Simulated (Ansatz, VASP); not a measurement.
**LiF (Griceite): VASP beside Ansatz**

Aim: how closely do two programs agree when they are given the same cell, functional and k mesh? The cell is taken from a series of runs on this material, whose earlier steps may have relaxed, scaled, displaced or heated it; both programs get it as it stands.

Program: Ansatz 0.2.0. Level of theory: plane waves, with VASP 6.6.1 beside it; relaxation of cell and atoms at LDA and zone-centre phonons at LDA. Results are calculated unless marked as measured.

## (1) Starting point

It takes space group Fm-3m (No. 225, cubic). Conventional cell: a = 3.905 Å, b = 3.905 Å, c = 3.905 Å, α = 90.00°, β = 90.00°, γ = 90.00°. Nearest to Li lie 6 F at 1.95 Å. F has 6 Li at 1.95 Å nearest. Farther neighbours and most contacts between anions are not listed.

Coordinates:

```
Li F
1.0
     0.00000    1.95257    1.95257
     1.95257    0.00000    1.95257
     1.95257    1.95257    0.00000
Li F
1 1
Cartesian
  0.0000 0.0000 0.0000
  1.9526 1.9526 1.9526
```

## (2) VASP: relaxation of cell and atoms, LDA

The relaxed volume is the usual yardstick between codes: in a stiff, nearly cubic crystal its relative difference is about their pressure difference at one cell divided by the bulk modulus.

Lines of VASP's logs that name or quote its potential files are left out, and so is its time.

The input, INCAR:

```
SYSTEM = LiF
PREC = Accurate
ENCUT = 750
EDIFF = 1E-07
NELM = 120
ISMEAR = 0
SIGMA = 0.02
LREAL = .FALSE.
ALGO = Normal
GGA = PW92
NBANDS = 11
LORBIT = 11
LWAVE = .FALSE.
LCHARG = .FALSE.
ISIF = 3
IBRION = 2
NSW = 80
EDIFFG = -0.005
LASPH = .TRUE.
GGA_COMPAT = .FALSE.
NELMIN = 4
EFERMI = MIDGAP
KPAR = 2
```

The input, POSCAR:

```
LiF
1.0
    0.0000000000      1.9525690000      1.9525690000
    1.9525690000      0.0000000000      1.9525690000
    1.9525690000      1.9525690000      0.0000000000
Li F
1 1
Direct
    0.0000000000      0.0000000000      0.0000000000
    0.5000000000      0.5000000000      0.5000000000
```

The input, KPOINTS:

```
Automatic mesh
0
Gamma
10 10 10
0 0 0
```

The projector-augmented-wave data sets are Li_sv and F (LDA family, release 64).

On the command line:

```sh
$ mpirun -np 2 vasp_std
```

Numbers of over 12 decimals in the logs are rounded to 6 here.

The program printed:

```text
[banner, memory and clock lines left out]
running    2 mpi-ranks, on    1 nodes
 distrk:  each k-point on    1 cores,    2 groups
 distr:  one band on    1 cores,    1 groups

 POSCAR found type information on POSCAR LiF
 POSCAR found :  2 types and       2 ions
|                                                                             |
|               ----> ADVICE to this user running VASP <----                  |
|                                                                             |
|     You enforced a specific xc type in the INCAR file but a different       |
|     [... a line on the potential file left out ...]
|     I HOPE YOU KNOW WHAT YOU ARE DOING!                                     |
|                                                                             |

 LDA part: xc-table for (Slater(with rela. corr.)+PW92), standard interpolation
 POSCAR, INCAR and KPOINTS ok, starting setup
 FFT: planning ... GRIDC
 FFT: planning ... GRID_SOFT
 FFT: planning ... GRID
 WAVECAR not read
 entering main loop
       N       E                     dE             d eps       ncg     rms          rms(c)
DAV:   1     0.454689881969E+02    0.45469E+02   -0.69161E+03  1034   0.122E+03
DAV:   2    -0.934961488387E+01   -0.54819E+02   -0.53688E+02  1178   0.236E+02
DAV:   3    -0.109816046088E+02   -0.16320E+01   -0.16240E+01  1312   0.366E+01
DAV:   4    -0.110016837247E+02   -0.20079E-01   -0.20076E-01  1283   0.444E+00
DAV:   5    -0.110019138799E+02   -0.23016E-03   -0.23015E-03  1331   0.349E-01    0.424E+00
DAV:   6    -0.105242514462E+02    0.47766E+00   -0.22232E+00  1184   0.100E+01    0.131E+00
DAV:   7    -0.105134602268E+02    0.10791E-01   -0.17546E-02  1387   0.124E+00    0.790E-01
DAV:   8    -0.105081689297E+02    0.52913E-02   -0.88843E-03  1480   0.110E+00    0.970E-02
DAV:   9    -0.105081418178E+02    0.27112E-04   -0.73289E-04  1201   0.271E-01    0.376E-02
DAV:  10    -0.105081551587E+02   -0.13341E-04   -0.29060E-05  1228   0.454E-02    0.753E-03
DAV:  11    -0.105081546602E+02    0.49857E-06   -0.15343E-06  1326   0.149E-02    0.116E-03
DAV:  12    -0.105081546603E+02   -0.17064E-09   -0.27673E-07  1310   0.397E-03
   1 F= -.10508155E+02 E0= -.10508155E+02  d E =-.105082E+02
 curvature:   0.00 expect dE= 0.000E+00 dE for cont linesearch  0.000E+00
 trial: gam= 0.00000 g(F)=  0.680E-59 g(S)=  0.816E-04 ort = 0.000E+00 (trialstep = 0.100E+01)
 search vector abs. value=  0.816E-04
 bond charge predicted
       N       E                     dE             d eps       ncg     rms          rms(c)
DAV:   1    -0.105087359628E+02   -0.58130E-03   -0.98465E-03  1112   0.883E-01    0.188E-01
DAV:   2    -0.105082257958E+02    0.51017E-03   -0.26673E-03  1184   0.370E-01    0.358E-02
DAV:   3    -0.105082137853E+02    0.12010E-04   -0.20262E-05  1309   0.464E-02    0.200E-02
DAV:   4    -0.105082077128E+02    0.60725E-05   -0.59917E-06  1539   0.221E-02    0.152E-03
DAV:   5    -0.105082077239E+02   -0.11104E-07   -0.34168E-07  1156   0.561E-03
   2 F= -.10508208E+02 E0= -.10508208E+02  d E =-.530636E-04
 trial-energy change:   -0.000053  1 .order   -0.000056   -0.000082   -0.000029
 step:   1.5629(harm=  1.5629)  dis= 0.00000  next Energy=   -10.508218 (dE=-0.638E-04)
 bond charge predicted
       N       E                     dE             d eps       ncg     rms          rms(c)
DAV:   1    -0.105083831468E+02   -0.17543E-03   -0.31254E-03  1094   0.498E-01    0.106E-01
DAV:   2    -0.105082215458E+02    0.16160E-03   -0.84362E-04  1175   0.208E-01    0.202E-02
DAV:   3    -0.105082176848E+02    0.38611E-05   -0.63554E-06  1273   0.261E-02    0.113E-02
DAV:   4    -0.105082157338E+02    0.19509E-05   -0.19145E-06  1554   0.125E-02    0.852E-04
DAV:   5    -0.105082157378E+02   -0.39585E-08   -0.10775E-07   948   0.318E-03
   3 F= -.10508216E+02 E0= -.10508216E+02  d E =-.610774E-04
 curvature:  -0.78 expect dE=-0.973E-08 dE for cont linesearch -0.973E-08
 trial: gam=-0.01220 g(F)=  0.437E-58 g(S)=  0.125E-07 ort = 0.101E-05 (trialstep = 0.111E+01)
 search vector abs. value=  0.102E-09
 reached required accuracy - stopping structural energy minimisation
```

OUTCAR, selected parts (step 2):

```text
ion  position               nearest neighbor table
   1  0.000  0.000  0.000-   2 1.95   2 1.95   2 1.95   2 1.95   2 1.95   2 1.95
   2  0.500  0.500  0.500-   1 1.95   1 1.95   1 1.95   1 1.95   1 1.95   1 1.95

  LATTYP: Found a face centered cubic cell.
 ALAT       =     3.9051380000

 Subroutine GETGRP returns: Found 48 space group operations
 (whereof 48 operations were pure point group operations)

The static configuration has the point symmetry O_h .

 Found     47 irreducible k-points:

   k-points           NKPTS =     47   k-points in BZ     NKDIM =     47   number of bands    NBANDS=     11

   dimension x,y,z NGX =    28 NGY =   28 NGZ =   28
   dimension x,y,z NGXF=    56 NGYF=   56 NGZF=   56

   ENCUT  =  750.0 eV  55.12 Ry    7.42 a.u.   6.17  6.17  6.17*2*pi/ulx,y,z

   NELECT =      10.0000    total number of electrons

 k-points in reciprocal lattice and weights: Automatic mesh
   0.00000000  0.00000000  0.00000000       0.001
   0.10000000  0.00000000  0.00000000       0.008
   0.20000000  0.00000000  0.00000000       0.008
   0.30000000  0.00000000  0.00000000       0.008
   0.40000000  0.00000000  0.00000000       0.008
   0.50000000  0.00000000  0.00000000       0.004
   0.10000000  0.10000000  0.00000000       0.006
   0.20000000  0.10000000  0.00000000       0.024
   0.30000000  0.10000000  0.00000000       0.024
[...]
-0.30000000  0.40000000  0.20000000       0.024
  -0.30000000  0.50000000  0.20000000       0.012

 average (electrostatic) potential at core
       1 -62.9340       2 -76.1219

 E-fermi :   4.2031

 k-point     1 :       0.0000    0.0000    0.0000
  band No.  band energies     occupation
      1     -40.2515      2.00000
      2     -20.5226      2.00000
      3      -0.6750      2.00000
      4      -0.6750      2.00000
      5      -0.6750      2.00000
      6       9.0813      0.00000
      7      24.0607      0.00000
      8      24.0607      0.00000
      9      24.0607      0.00000
     10      24.2057      0.00000
    ...

 k-point     2 :       0.1000    0.0000    0.0000
  band No.  band energies     occupation
      1     -40.2415      2.00000
      2     -20.4768      2.00000
      3      -0.9995      2.00000
      4      -0.7019      2.00000
      5      -0.7019      2.00000
      6       9.3610      0.00000
      7      21.0854      0.00000
      8      22.6420      0.00000
      9      22.6420      0.00000
     10      25.3673      0.00000
    ...

 k-point     3 :       0.2000    0.0000    0.0000
  band No.  band energies     occupation
      1     -40.2156      2.00000
      2     -20.3536      2.00000
      3      -1.7829      2.00000
      4      -0.7709      2.00000
      5      -0.7709      2.00000
      6       9.9407      0.00000
      7      18.5601      0.00000
      8      21.0287      0.00000
      9      21.0287      0.00000
     10      26.5897      0.00000
    ...

  Total       -0.0004149     -0.0004149     -0.0004149      0.0000000     -0.0000000      0.0000000
  in kB       -0.0448187     -0.0448187     -0.0448187      0.0000000     -0.0000000      0.0000000
  external PRESSURE =      -0.0448187 kB  Pullay stress =       0.0000000 kB

  energy-cutoff  :      750.00
  volume of cell :       14.83
      direct lattice vectors                 reciprocal lattice vectors
    -0.000000000  1.950096668  1.950096668    -0.256397546  0.256397546  0.256397546
     1.950096668  0.000000000  1.950096668     0.256397546 -0.256397546  0.256397546
     1.950096668  1.950096668  0.000000000     0.256397546  0.256397546 -0.256397546

 POSITION                                       TOTAL-FORCE (eV/Angst)
 -----------------------------------------------------------------------------------
      0.00000      0.00000      0.00000        -0.000000     -0.000000     -0.000000
      1.95010      1.95010      1.95010         0.000000      0.000000      0.000000
 -----------------------------------------------------------------------------------
    total drift:                                0.000000      0.000000      0.000000

  FREE ENERGIE OF THE ION-ELECTRON SYSTEM (eV)
  ---------------------------------------------------
  free  energy   TOTEN  =       -10.5082157378 eV

  energy  without entropy=      -10.5082157378  energy(sigma->0) =      -10.50821574

 reached required accuracy - stopping structural energy minimisation

 total charge
# of ion       s       p       d       tot
------------------------------------------
    1        2.023   0.081   0.000   2.105
    2        1.716   4.409   0.000   6.125
--------------------------------------------------
tot          3.739   4.490   0.000   8.229

[... 3 further parts left out ...]
```

CONTCAR:

```
LiF
   1.00000000000000
    -0.0000000000000000    1.9500966679498473    1.9500966679498473
     1.9500966679498473    0.0000000000000000    1.9500966679498473
     1.9500966679498473    1.9500966679498473    0.0000000000000000
  Li              F
     1     1
Direct
     0.0000000000000000    0.0000000000000000    0.0000000000000000
     0.5000000000000000    0.5000000000000000    0.5000000000000000
```

## (3) Ansatz: relaxation of cell and atoms, LDA

Ansatz runs on norm-conserving files, of PseudoDojo where its log says so.

The same cell, functional (in two slightly different forms), mesh and smearing now go to Ansatz, which takes its cutoff from its data sets.

The input, input.yaml:

```yaml
crystal:
  lattice:
    - [0.0, 1.95256947, 1.95256947]
    - [1.95256947, 0.0, 1.95256947]
    - [1.95256947, 1.95256947, 0.0]
  atoms:
    - { symbol: Li, position: [0.0, 0.0, 0.0] }
    - { symbol: F, position: [0.5, 0.5, 0.5] }
kpoints:
  mp_grid: { grid: [10, 10, 10] }
hamiltonian:
  xc: lda
  pseudopotentials: { kind: nc }
scf:
  occupations: { method: gaussian, width: 0.02 }
output:
  forces: true
  stress: true
  eigenvalues: true
relax:
  adjacent_minimum: "off"
  f_tol: 0.005
  max_steps: 80
  cell: { stress_tol: 0.05 }
```

On the command line:

```sh
$ ansatz run input.yaml --threads 4 --pin off --max-ram 10240MiB --backend cpu --events-out ev --progress --plain --runs-dir out
```

The program printed:

```text
Engine: ansatz 0.2.0, x86_64-unknown-linux-gnu
Pseudopotentials: kind: nc
Pseudopotential: Li, nc, valence charge 3, recommended cutoff 1006.821291 eV (normal), Li.nc.azcp (PseudoDojo's, or run here from an input of PseudoDojo's: the run reads no file of this project's for it)
Pseudopotential: F, nc, valence charge 7, recommended cutoff 1142.878222 eV (normal), F.nc.azcp (PseudoDojo's, or run here from an input of PseudoDojo's: the run reads no file of this project's for it)
Functional definition: SPW92
  exchange = slater_x
  correlation = pw_c
Crystal: 2 atoms, lattice volume = 14.888 Å³
Basis set: ecut = 1142.878222 eV, 1291 PW (Γ)
Bands: 9, of which v1, the nominal top of the filled ones, is band 5 counted from 1 (4 counted from 0)
Symmetry: 48 space group operations
Space group: Fm-3m (ITA 225), of the structure as read, at distance tolerance 2.5e-5 Å
k-points: 47 of 1000
Non-local potential: Li, projectors of the file, l = 0: 2, l = 1: 2
Non-local potential: F, projectors of the file, l = 0: 2, l = 1: 2, l = 2: 1
Initial density: superposition of atomic densities (chi_scale 0.1, normalization cell, long waves kept (reshape's long-wave potential 0.00 eV rms))
Initial wavefunctions: pseudopotential atomic-orbital guess
Functional: x = slater, c = lda
SCF iter   1: F=—  HF=-866.383039 eV  |F-HF|=—  |Δ(HF+E_count)|=         —  Δρ=7.57e-2  dr2=3.56e-1  ethr=3.10e-3  ⟨swp⟩=5.0  Hψ=3323  notcnv=0
preconditioner: auto → none  [insulator: Δε(μ)=9.250 eV  Ē_g=22.728 eV  σ=0.020 eV  W_gap=1.00  n_scr=0 (ndim 8)  ℏωp=27.2 eV  f_vac=0.000  D(μ)=0.00/eV (n_scr^D=0)  ε∞_Penn≈2.4]
SCF iter   2: F=—  HF=-866.213463 eV  |F-HF|=—  |Δ(HF+E_count)|=   1.70e-1  Δρ=3.02e-2  dr2=6.61e-2  ethr=3.10e-3  ⟨swp⟩=2.0  Hψ=987  notcnv=0
SCF iter   3: F=—  HF=-866.186553 eV  |F-HF|=—  |Δ(HF+E_count)|=   2.69e-2  Δρ=1.38e-2  dr2=1.44e-2  ethr=6.61e-4  ⟨swp⟩=2.1  Hψ=852  notcnv=0
SCF iter   4: F=—  HF=-866.181809 eV  |F-HF|=—  |Δ(HF+E_count)|=   4.74e-3  Δρ=2.50e-3  dr2=1.54e-4  ethr=1.44e-4  ⟨swp⟩=2.6  Hψ=773  notcnv=0
SCF iter   5: F=—  HF=-866.181827 eV  |F-HF|=—  |Δ(HF+E_count)|=   1.76e-5  Δρ=8.21e-5  dr2=3.34e-7  ethr=1.54e-6  ⟨swp⟩=1.4  Hψ=449  notcnv=0
SCF iter   6: F=—  HF=-866.181827 eV  |F-HF|=—  |Δ(HF+E_count)|=   5.32e-7  Δρ=9.24e-6  dr2=3.83e-9  ethr=1.00e-9  ⟨swp⟩=6.9  Hψ=2321  notcnv=0
SCF iter   7: F=-866.181827 eV  HF=-866.181827 eV  |F-HF|=1.16e-11  |Δ(HF+E_count)|=  2.61e-10  Δρ=9.81e-7  dr2=2.10e-11  ethr=3.83e-11  ⟨swp⟩=1.1  Hψ=1225  notcnv=0
SCF 1 converged in 7 iterations: F = -866.181827 eV  dr2 = 2.10e-11
relax step   1: F+E_penalty+E_count = -866.18182710 eV  Δ(F+E_penalty+E_count) = +0.000e0 eV  max|allowed force component| = 3.470e-28 eV/Å  Δτ_max = 0.0000 Å  P = +0.002 GPa  Ω = 14.888 Å³  (7 SCF iters, dr2 threshold 1.00e-7 eV, accepted)
Initial density: handed on by an earlier stage of this run
Initial wavefunctions: pseudopotential atomic-orbital guess (no wavefunctions were taken with the density)
iter 1 solved again at ethr=1.10e-9 eV; its pass at ethr=3.10e-3 eV (dr2=1.10e-7 eV) is discarded
SCF iter   1: F=—  HF=-866.181827 eV  |F-HF|=—  |Δ(HF+E_count)|=         —  Δρ=8.86e-7  dr2=1.70e-11  ethr=1.10e-9  ⟨swp⟩=4.0  Hψ=4856  notcnv=0
preconditioner: auto → none  [insulator: Δε(μ)=9.754 eV  Ē_g=23.243 eV  σ=0.020 eV  W_gap=1.00  n_scr=0 (ndim 8)  ℏωp=27.2 eV  f_vac=0.000  D(μ)=0.00/eV (n_scr^D=0)  ε∞_Penn≈2.4]
SCF iter   2: F=-866.181827 eV  HF=-866.181827 eV  |F-HF|=2.05e-12  |Δ(HF+E_count)|=  1.27e-10  Δρ=4.64e-7  dr2=4.18e-12  ethr=1.00e-12  ⟨swp⟩=6.9  Hψ=2283  notcnv=0
SCF 2 converged in 2 iterations: F = -866.181827 eV  dr2 = 4.18e-12
relax step   2: F+E_penalty+E_count = -866.18182710 eV  Δ(F+E_penalty+E_count) = -2.274e-12 eV  max|allowed force component| = 2.210e-28 eV/Å  Δτ_max = 0.0000 Å  P = +0.002 GPa  Ω = 14.888 Å³  stress off target by 2.35e-3 GPa  SCF on the basis re-selected at this cell (its energy is not comparable with the rows above)  (2 SCF iters)
basis re-selected at this cell: Δ(F+E_penalty+E_count) = -2.274e-12 eV, ΔP = +0.000 GPa vs the last step (what re-selecting the basis moved, of the pressure what is left beyond the Pulay correction that the steps carried, after the strain that the cell walked since its last selection, with what the two solves' SCF thresholds leave and, on support functions, any second-order correction that the steps lacked; it is no  [...]
SCF converged after 2 iterations
Free energy (F): -866.181827 eV
Harris-Foulkes:  -866.181827 eV  (|F-HF|=2.05e-12)
Internal energy: -866.181827 eV  (E = F + TS)
E sigma→0 (E₀):  -866.181827 eV
Fermi energy:    6.160486 eV
--- Per-component energies (eV) ---
  E_band       = -112.525184
  E_kinetic    = 583.443580
  E_local      = -698.530504  (includes V_loc(G=0)·N_el)
  E_nonlocal   = -197.021894
  E_hartree    = 213.256503
  E_xc         = -192.671757
  E_vxc        = -226.929365  (∫ρ·V_xc dr)
  E_ewald      = -574.657755
  E_smearing   = -0.000000  (= −TS)
  E_closure    = 0.000000  (closes the sum)
  Σ components = -866.181827   (vs F -866.181827, Δ=0.00e0)
--- Forces (eV/Å), atoms counted from 1 ---
  atom   1  Li    -0.00000000    -0.00000000    -0.00000000
  atom   2  F      0.00000000     0.00000000     0.00000000
  max |Σ_I F_I| component: 4.33e-28 eV/Å
--- Stress (GPa, compression-positive) ---
        0.002354       0.000000       0.000000
        0.000000       0.002354       0.000000
        0.000000       0.000000       0.002354
  P = ⅓ Tr σ = 0.0024 GPa (0.024 kbar)
--- Band table (eV; the first three rows and the last of 47) ---
  k-point 0: bands = ["-38.2304", "-18.4832", "1.2837", "1.2837", "1.2837", "11.0372", "26.0009", "26.0009", "26.0009"]
  k-point 1: bands = ["-38.2207", "-18.4388", "0.9632", "1.2571", "1.2571", "11.3152", "23.0620", "24.6040", "24.6040"]
  k-point 2: bands = ["-38.1952", "-18.3188", "0.1898", "1.1890", "1.1890", "11.8971", "20.5333", "22.9966", "22.9966"]
  k-point 46: bands = ["-38.1013", "-17.6461", "-1.5122", "-0.7937", "0.3599", "16.6360", "16.8521", "19.2773", "21.5609"]
--- Relaxed structure (1 steps of the walk, 1 accepted, 1 SCFs on fresh bases) ---
  F+E_penalty+E_count = -866.18182710 eV   max|allowed force component| = 2.210e-28 eV/Å   (the final SCF, on the basis selected at the relaxed cell)
  cell:  # Å, volume = 14.8884 Å³
    - [0.0, 1.95256947, 1.95256947]
    - [1.95256947, 0.0, 1.95256947]
    - [1.95256947, 1.95256947, 0.0]
  atoms:
    - { symbol: Li, position: [0.0, 0.0, 0.0] }
    - { symbol: F, position: [0.500000, 0.500000, 0.500000] }
```

## (4) Comparison

Known differences besides the potentials themselves: the cutoff is 1142.88 eV in Ansatz and 750 eV in VASP; VASP's log shows a relativistic correction to its local exchange, Ansatz's none; Ansatz adds a Pulay correction to the stress that steers its cell, VASP none. Total energies have different zeros and are not compared.

Both answers:

```csv
quantity,Ansatz,VASP,difference
volume (Å³),14.89,14.83,+0.38 %
"edge a after relaxation, in the typed setting (Å)",2.761,2.758,+0.13 %
```

(Continued in part 2 of 2.)

[Lines on the potential files, build, host, timing and source positions are cut from VASP's logs without a mark.]

[Logs are printed without paths, hosts, clocks, repeated set-up lines and the standing remarks that a program may print on its own settings, such as how far it seeks lower states.]

[Hosts, paths, dates, database ids (printed as entryN), source tags and the programs' standing remarks are cut or masked in the printed files.]
